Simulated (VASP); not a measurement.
Given:

```yaml
crystal:
  lattice:
    - [3.00135, 0.00000, 0.00000]
    - [0.00000, 3.00135, 0.00000]
    - [0.00000, 0.00000, 3.00135]
  atoms:
    - { symbol: Al, position: [0.50000, 0.50000, 0.50000] }
    - { symbol: Ru, position: [0.00000, 0.00000, 0.00000] }
```

Level of theory: PBE GGA, VASP's PBE PAW potentials (set 64) (plane waves; VASP). Settings: 400 eV cut-off, 14×14×14 Γ-centred mesh, tetrahedra with Blöchl corrections, potentials Al Ru_pv.

**Question.** Estimate the energy per atom (σ→0), band gap (on the k-mesh) with the smallest direct gap where there is one.

**Answer.** 
```yaml
band gap (on the k-mesh): none (metal, semimetal or under 0.01 eV)
energy per atom (σ→0): -7127 meV/atom
```

Total energies compare only between runs with the same potentials, cut-off and functional.

The compound is RuAl in the CsCl type structure. It was relaxed first. The electron count is odd and the run is not spin-polarised, which forces a metal.
